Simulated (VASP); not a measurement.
The input files of a VASP run:

**INCAR**
```
SYSTEM = FeAl
PREC = Accurate
ENCUT = 400
EDIFF = 1E-6
NELM = 100
ALGO = Normal
LREAL = .FALSE.
LASPH = .TRUE.
ISMEAR = 1
SIGMA = 0.1
GGA = PS
LMAXMIX = 4
ISPIN = 2
MAGMOM = 4.0 4.0 0.0 0.0
LORBIT = 10
LWAVE = .FALSE.
LCHARG = .FALSE.
IBRION = 2
ISIF = 3
NSW = 60
EDIFFG = -0.02
```

KPOINTS:
```
K-points
0
Gamma
 12 12 4
0 0 0
```

POSCAR:
```
FeAl
1
    2.6722015218    -0.0000000000     0.0000000000
   -1.3361007609     2.3141942959     0.0000000000
    0.0000000000     0.0000000000     7.6791420429
Fe Al
2 2
Direct
  0.0000000000   0.0000000000   0.0000000000
  0.0000000000   1.0000000000   0.5000000000
  0.3333330000   0.6666670000   0.2500000000
  0.6666670000   0.3333330000   0.7500000000
```

POTCAR, in this order: Fe Al (PBE.64 set). Program: vasp_std.

Q: Translate this PBEsol calculation to Quantum ESPRESSO's pw.x.

A: One equivalent input (not run):
```
&CONTROL
  calculation = 'vc-relax'
  pseudo_dir = './pseudo'
  outdir = './out'
  tprnfor = .true.
  tstress = .true.
  nstep = 60
  forc_conv_thr = 0.00078
/
&SYSTEM
  ibrav = 0
  nat = 4
  ntyp = 2
  ecutwfc = 90
  occupations = 'smearing'
  smearing = 'methfessel-paxton'
  degauss = 0.00735
  input_dft = 'pbesol'
  nspin = 2
  starting_magnetization(1) = 0.4
/
&ELECTRONS
  conv_thr = 7.3e-08
  electron_maxstep = 100
/
&IONS
/
&CELL
/
ATOMIC_SPECIES
  Fe 55.845 Fe.upf
  Al 26.982 Al.upf
CELL_PARAMETERS angstrom
     2.6722015   -0.0000000    0.0000000
    -1.3361008    2.3141943    0.0000000
     0.0000000    0.0000000    7.6791420
ATOMIC_POSITIONS crystal
  Fe   0.0000000  0.0000000  0.0000000
  Fe   0.0000000  1.0000000  0.5000000
  Al   0.3333330  0.6666670  0.2500000
  Al   0.6666670  0.3333330  0.7500000
K_POINTS automatic
  12 12 4 0 0 0
```
Limits of the translation: the potentials are each code's own (VASP's PAW set, PseudoDojo norm-conserving files in pw.x), so ENCUT and ecutwfc are chosen apart and not converted; conv_thr bounds pw.x's estimated SCF error, while EDIFF bounds the energy change between steps; starting_magnetization is a fraction of the valence charge and MAGMOM a moment in μB, so they match only roughly; forc_conv_thr acts on force components and is met together with etot_conv_thr.

The structure was generated: FeAl was put into the NiAs type type (P6_3/mmc), which need not be its known phase. This run relaxes it. Symmetry was kept, so distortions that lower it aren't found. The start is the result of an earlier pass.
